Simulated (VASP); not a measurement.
Method: RPBE GGA, VASP's PBE PAW potentials (set 64) (plane waves; VASP).

The input files of a VASP run:

INCAR:
```
ALGO=Normal
EDIFF=1E-6
EDIFFG=-0.01
ENCUT=520
GGA=RP
IBRION=2
ISIF=3
ISMEAR=1
LASPH=.TRUE.
LCHARG=.FALSE.
LMAXMIX=4
LREAL=.FALSE.
LWAVE=.FALSE.
NELM=100
NSW=60
PREC=Accurate
SIGMA=0.1
SYSTEM=PdIn
```

File KPOINTS:
```
Regular mesh
0
gamma
10 10 10
0 0 0
```

File POSCAR:
```
PdIn
1
    3.2500000000     0.0000000000     0.0000000000
    0.0000000000     3.2500000000     0.0000000000
    0.0000000000     0.0000000000     3.2500000000
In Pd
1 1
Direct
  0.5000000000   0.5000000000   0.5000000000
  0.0000000000   0.0000000000   0.0000000000
```

POTCAR, in this order: In_d Pd (PBE.64 set). Program: vasp_std.

The resulting files:

**OUTCAR**
```
 ion  position               nearest neighbor table
   1  0.500  0.500  0.500-   2 2.81   2 2.81   2 2.81   2 2.81   2 2.81   2 2.81   2 2.81   2 2.81
  LATTYP: Found a simple cubic cell.
 ALAT       =     3.2500000000
 Subroutine PRICEL returns:
 Original cell was already a primitive cell.
 Subroutine GETGRP returns: Found 48 space group operations
The static configuration has the point symmetry O_h .
The dynamic configuration has the point symmetry O_h .
 Subroutine INISYM returns: Found 48 space group operations
 Subroutine IBZKPT returns following result:
 Found     56 irreducible k-points:

 Following reciprocal coordinates:
            Coordinates               Weight
  0.000000  0.000000  0.000000      1.000000
  0.100000  0.000000  0.000000      6.000000
  0.200000  0.000000  0.000000      6.000000
  0.300000  0.000000  0.000000      6.000000
  0.400000  0.000000  0.000000      6.000000
  0.500000  0.000000  0.000000      3.000000
  0.100000  0.100000  0.000000     12.000000
  0.200000  0.100000  0.000000     24.000000
  0.300000  0.100000  0.000000     24.000000
  0.400000  0.100000  0.000000     24.000000
  0.500000  0.100000  0.000000     12.000000
  0.200000  0.200000  0.000000     12.000000
  0.300000  0.200000  0.000000     24.000000
  0.400000  0.200000  0.000000     24.000000
  0.500000  0.200000  0.000000     12.000000
  0.300000  0.300000  0.000000     12.000000
  0.400000  0.300000  0.000000     24.000000
  0.500000  0.300000  0.000000     12.000000
  0.400000  0.400000  0.000000     12.000000
  0.500000  0.400000  0.000000     12.000000
  0.500000  0.500000  0.000000      3.000000
  0.100000  0.100000  0.100000      8.000000
  0.200000  0.100000  0.100000     24.000000
  0.300000  0.100000  0.100000     24.000000
  0.400000  0.100000  0.100000     24.000000
  0.500000  0.100000  0.100000     12.000000
  0.200000  0.200000  0.100000     24.000000
  0.300000  0.200000  0.100000     48.000000
  0.400000  0.200000  0.100000     48.000000
  0.500000  0.200000  0.100000     24.000000
  0.300000  0.300000  0.100000     24.000000
  0.400000  0.300000  0.100000     48.000000
  0.500000  0.300000  0.100000     24.000000
  0.400000  0.400000  0.100000     24.000000
  0.500000  0.400000  0.100000     24.000000
  0.500000  0.500000  0.100000      6.000000
  0.200000  0.200000  0.200000      8.000000
  0.300000  0.200000  0.200000     24.000000
  0.400000  0.200000  0.200000     24.000000
  0.500000  0.200000  0.200000     12.000000
   k-points           NKPTS =     56   k-points in BZ     NKDIM =     56   number of bands    NBANDS=     15
   number of dos      NEDOS =    301   number of ions     NIONS =      2
   total plane-waves  NPLWV =  13824
   dimension x,y,z NGX =    24 NGY =   24 NGZ =   24
   dimension x,y,z NGXF=    48 NGYF=   48 NGZF=   48
   ions per type =               1   1
   PREC   = accura    normal or accurate (medium, high low for compatibility)
   ISTART =      0    job   : 0-new  1-cont  2-samecut
   ICHARG =      2    charge: 1-file 2-atom 10-const
   ISPIN  =      1    spin polarized calculation?
   LNONCOLLINEAR =      F non collinear calculations
   LSORBIT =      F    spin-orbit coupling
   INIWAV =      1    electr: 0-lowe 1-rand  2-diag
   ENCUT  =  520.0 eV  38.22 Ry    6.18 a.u.   6.04  6.04  6.04*2*pi/ulx,y,z
   NELM   =    100;   NELMIN=  2; NELMDL= -5     # of ELM steps
   EDIFF  = 0.1E-05   stopping-criterion for ELM
   LREAL  =      F    real-space projection
   NLSPLINE    = F    spline interpolate recip. space projectors
   LMAXMIX     =    4 max onsite mixed and CHGCAR
   VOSKOWN=      0    Vosko Wilk Nusair interpolation
...
```

OSZICAR:
```
       N       E                     dE             d eps       ncg     rms          rms(c)
DAV:   1     0.160303155909E+03    0.16030E+03   -0.11578E+04  1709   0.201E+03
DAV:   2    -0.320413203453E+00   -0.16062E+03   -0.15695E+03  1750   0.404E+02
DAV:   3    -0.771259735140E+01   -0.73922E+01   -0.73674E+01  2170   0.935E+01
DAV:   4    -0.783470506682E+01   -0.12211E+00   -0.12209E+00  1983   0.113E+01
DAV:   5    -0.784023723578E+01   -0.55322E-02   -0.55321E-02  2485   0.222E+00    0.663E+00
DAV:   6    -0.770327887815E+01    0.13696E+00   -0.28100E-01  2170   0.904E+00    0.332E+00
DAV:   7    -0.767211895625E+01    0.31160E-01   -0.65071E-02  2174   0.524E+00    0.119E+00
DAV:   8    -0.766837051602E+01    0.37484E-02   -0.14203E-02  1869   0.128E+00    0.338E-01
DAV:   9    -0.766794450511E+01    0.42601E-03   -0.17664E-03  2207   0.705E-01    0.547E-02
DAV:  10    -0.766796111918E+01   -0.16614E-04   -0.36164E-05  2188   0.856E-02    0.288E-02
DAV:  11    -0.766796647978E+01   -0.53606E-05   -0.85585E-06  1988   0.324E-02    0.323E-03
DAV:  12    -0.766796688315E+01   -0.40337E-06   -0.32293E-07  1162   0.678E-03
   1 F= -.76679669E+01 E0= -.76674010E+01  d E =-.766797E+01
       N       E                     dE             d eps       ncg     rms          rms(c)
DAV:   1    -0.145899754417E+02   -0.69220E+01   -0.16498E+02  1743   0.258E+02    0.186E+01
DAV:   2    -0.848232494162E+01    0.61077E+01   -0.23741E+01  1687   0.666E+01    0.794E+00
DAV:   3    -0.787620662349E+01    0.60612E+00   -0.17523E+00  2241   0.208E+01    0.455E+00
DAV:   4    -0.772059634803E+01    0.15561E+00   -0.51474E-01  2367   0.118E+01    0.184E+00
DAV:   5    -0.770707484648E+01    0.13522E-01   -0.33402E-02  1808   0.170E+00    0.833E-01
DAV:   6    -0.770459119975E+01    0.24836E-02   -0.54555E-03  1911   0.591E-01    0.112E-01
DAV:   7    -0.770457737187E+01    0.13828E-04   -0.34960E-04  2032   0.281E-01    0.722E-02
DAV:   8    -0.770456081120E+01    0.16561E-04   -0.71299E-05  1918   0.114E-01    0.140E-02
DAV:   9    -0.770456121735E+01   -0.40616E-06   -0.22958E-06  1865   0.165E-02
   2 F= -.77045612E+01 E0= -.77049618E+01  d E =-.365943E-01
       N       E                     dE             d eps       ncg     rms          rms(c)
DAV:   1    -0.937558098945E+01   -0.16710E+01   -0.31647E+01  1764   0.889E+01    0.926E+00
DAV:   2    -0.798314545356E+01    0.13924E+01   -0.79443E+00  1687   0.355E+01    0.301E+00
DAV:   3    -0.778381604382E+01    0.19933E+00   -0.76352E-01  2162   0.141E+01    0.113E+00
DAV:   4    -0.775917839902E+01    0.24638E-01   -0.75406E-02  2475   0.465E+00    0.126E+00
DAV:   5    -0.775798291019E+01    0.11955E-02   -0.15479E-03  1785   0.381E-01    0.910E-01
DAV:   6    -0.775679180020E+01    0.11911E-02   -0.33218E-03  1918   0.565E-01    0.576E-02
DAV:   7    -0.775679826688E+01   -0.64667E-05   -0.93209E-05  2305   0.105E-01    0.339E-02
DAV:   8    -0.775680454995E+01   -0.62831E-05   -0.77463E-06  2032   0.308E-02    0.101E-02
DAV:   9    -0.775680562436E+01   -0.10744E-05   -0.40870E-07  1071   0.676E-03    0.218E-03
DAV:  10    -0.775680576355E+01   -0.13919E-06   -0.86197E-08   875   0.461E-03
   3 F= -.77568058E+01 E0= -.77567783E+01  d E =-.888389E-01
```

File OUTCAR:
```
------------------------ aborting loop because EDIFF is reached ----------------------------------------
  FORCE on cell =-STRESS in cart. coord.  units (eV):
  Direction    XX          YY          ZZ          XY          YZ          ZX
  --------------------------------------------------------------------------------------
  Total       -0.0058813     -0.0058813     -0.0058813      0.0000000      0.0000000     -0.0000000
  in kB       -0.2520196     -0.2520196     -0.2520196      0.0000000      0.0000000     -0.0000000
  external PRESSURE =      -0.2520196 kB  Pullay stress =       0.0000000 kB
  volume of cell :       37.39
      direct lattice vectors                 reciprocal lattice vectors
     3.343875180  0.000000000  0.000000000     0.299054225  0.000000000 -0.000000000
    -0.000000000  3.343875180  0.000000000    -0.000000000  0.299054225  0.000000000
     0.000000000 -0.000000000  3.343875180    -0.000000000 -0.000000000  0.299054225
 POSITION                                       TOTAL-FORCE (eV/Angst)
 -----------------------------------------------------------------------------------
      1.67194      1.67194      1.67194        -0.000000     -0.000000      0.000000
      0.00000      0.00000      0.00000         0.000000      0.000000      0.000000
 -----------------------------------------------------------------------------------
    total drift:                                0.000000      0.000000     -0.000000
  FREE ENERGIE OF THE ION-ELECTRON SYSTEM (eV)
  ---------------------------------------------------
  free  energy   TOTEN  =        -7.7568057636 eV

  energy  without entropy=       -7.7567233862  energy(sigma->0) =       -7.75677830

 reached required accuracy - stopping structural energy minimisation
```
(Selected blocks of OUTCAR.)

CONTCAR:
```
PdIn
   1.00000000000000
     3.3438751799931827    0.0000000000000000    0.0000000000000000
    -0.0000000000000000    3.3438751799931827    0.0000000000000000
     0.0000000000000000   -0.0000000000000000    3.3438751799931827
  In              Pd
     1     1
Direct
     0.5000000000000000    0.5000000000000000    0.5000000000000000
     0.0000000000000000    0.0000000000000000    0.0000000000000000
```

Energy and stress use the plane-wave basis of the starting cell.

The compound is PdIn in the CsCl type structure. This run relaxes it. Symmetry was kept, so distortions that lower it aren't found. The electron count is odd and the run is not spin-polarised, which forces a metal.
